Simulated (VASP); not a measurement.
Input of a VASP 6.6.1 run:

Contents of INCAR:

```
SYSTEM = LiH20ClO10
PREC = Accurate ; ENCUT = 520
EDIFF = 1E-6 ; ISMEAR = -1
SIGMA = 0.05 ; LREAL = Auto
LASPH = .TRUE. ; NELM = 60
ALGO = Fast ; ISIF = 2
LWAVE = .FALSE. ; LCHARG = .FALSE.
GGA = CA ; NBANDS = 67
```

Contents of KPOINTS:

```
Automatic mesh
0
G
  1 1 1
  0 0 0
```

File POSCAR:

```
LiH20ClO10
1.0
    7.0067960000      0.0000000000      0.0000000000
    0.0000000000      7.0067960000      0.0000000000
    0.0000000000      0.0000000000      7.0067960000
O H Li Cl
10 20 1 1
Direct
    0.4355200294     -0.0950791203     -0.0297996402
    0.7477597464      0.4692301588      0.8192474849
    0.5928244521      0.4422420747      0.1827654180
    0.8127252456      0.6963810563      0.3738085139
    0.1766285189      0.5136156383      0.4396588683
    0.2934008640      0.2043872834      0.3057602933
    0.9257869075      0.1356254699      0.7119801975
    0.6126337915      0.9354061400      0.6404639153
    0.7437208105      1.0506085806      0.1867900821
    0.3723099688      0.4694585086      0.7463040168
    0.4643634551     -0.1553634500      0.0840327020
    0.2990667917     -0.1134755457     -0.0423160600
    0.8281388526      0.5777248260      0.8340474020
    0.8140953440      0.3417967356      0.8001374665
    0.6631561701      0.4613520930      0.0708169611
    0.6559060661      0.4965464957      0.2912886289
    0.9508768344      0.6550925701      0.3992124218
    0.7489585825      0.7711798659      0.4833307549
    0.2581208301      0.5243623476      0.5638525797
    0.2826113390      0.5696326823      0.3509449968
    0.2484730539      0.3206315697      0.3724812311
    0.1838215355      0.1212108930      0.3003940746
    0.9764948202      0.0404464466      0.8069736867
    0.8143807812      0.0581863665      0.6533799471
    0.5678201563      0.9313243885      0.7748477335
    0.5125737926      1.0089347542      0.5781815255
    0.8179630176      1.0372786649      0.0735571579
    0.7747763743      0.9265147722      0.2494149965
    0.3281242953      0.5849321145      0.8227440902
    0.5166698160      0.4916369764      0.7658279191
    0.5203804992      0.1710910379      0.1607011250
    0.0539761683      0.7889483296      0.9281988515
```

Potentials or basis: VASP PAW LDA potentials, release 64 (O, H, Li_sv, Cl).

Launch:

```bash
$ cat potpaw_LDA.64/O/POTCAR potpaw_LDA.64/H/POTCAR potpaw_LDA.64/Li_sv/POTCAR potpaw_LDA.64/Cl/POTCAR > POTCAR
$ mpirun -np 1 vasp_gam > vasp.out
```

(1) Predict the band gap on the k mesh.

(2) Predict the largest force.

Results:

(1) 4.03 eV, direct.

(2) 3.449 eV/Å.
